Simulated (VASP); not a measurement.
Consider the following.

```
Al2Au
1.0
    4.24264     0.00000     0.00000
   -4.24264     4.24264     0.00000
    0.00000     0.00000    26.50000
Al Au
8 4
Cartesian
  2.20670   0.02921  10.99970
 -0.04380   2.11079  10.96594
 -0.02837   2.18067   8.03891
  2.19963  -0.01655   8.06414
  2.24494  -0.10011  17.07623
  0.09381   2.14124  16.98162
 -0.11320   2.07917  13.94276
  2.02857   0.11761  14.03350
  0.00950   0.00702  12.44257
  2.04007   1.98363   9.59634
  0.01522   0.09020  18.44657
  2.07486   2.10504  15.41174
```

The numbers are results of revPBE GGA, VASP's PBE PAW potentials (set 64) (plane waves; VASP), not measurements. Settings: 300 eV cut-off, 7×5×1 Γ-centred mesh, Gaussian smearing of 0.10 eV, potentials Al Au.

The cell holds a wide vacuum, so values per volume refer to the whole cell. Unless said otherwise, spin-orbit coupling is left out, though it shifts the bands of the heavy elements here.

Task: What does the run give for the energy per atom (σ→0), largest force, band gap (on the k-mesh) with the smallest direct gap where there is one?

Result: 
The band gap (on the k-mesh) comes out as none (metal, semimetal or under 0.01 eV) and the energy per atom (σ→0) is -3406 meV/atom. The largest force is 1.722 eV/Å.

Only differences to runs with the same potentials and settings are physical.

The cell is a sheet with vacuum, built from a generated structure.
